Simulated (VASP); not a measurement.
Given:

```
HfB2
1.0
    1.53468    -2.65814     0.00000
    1.53468     2.65814     0.00000
    0.00000     0.00000     3.38947
Hf B
1 2
Direct
  0.00000   0.00000   0.00000
  0.33333   0.66667   0.50000
  0.66667   0.33333   0.50000
```

Computed with LDA (Ceperley-Alder, Perdew-Zunger), VASP's LDA PAW potentials (set 64) (plane waves; VASP). Run with 620 eV cut-off, 11×11×9 Γ-centred mesh, first-order Methfessel-Paxton smearing of 0.10 eV, potentials Hf_pv B.

Energy and stress use the plane-wave basis of the starting cell.

The ions, cell shape and volume at an external pressure of 20.0 GPa are relaxed. What does this cell relax into?

```
HfB2
1.0
    1.52108    -2.63458     0.00000
    1.52108     2.63458     0.00000
    0.00000     0.00000     3.34901
Hf B
1 2
Cartesian
  0.00000   0.00000   3.34901
  1.52108   0.87820   1.67451
  1.52108  -0.87820   1.67451
```
Space group P6/mmm (191), at a tolerance of 0.03 Å.

How do energy and volume change from the first to the last step?

The energy (σ→0) changes by +25.2 meV/atom and the volume by -2.9 %, in 5 ionic steps.

The compound is HfB2 in the AlB2 type structure. This run relaxes it under an external pressure of 20 GPa. Symmetry was kept, so distortions that lower it aren't found.
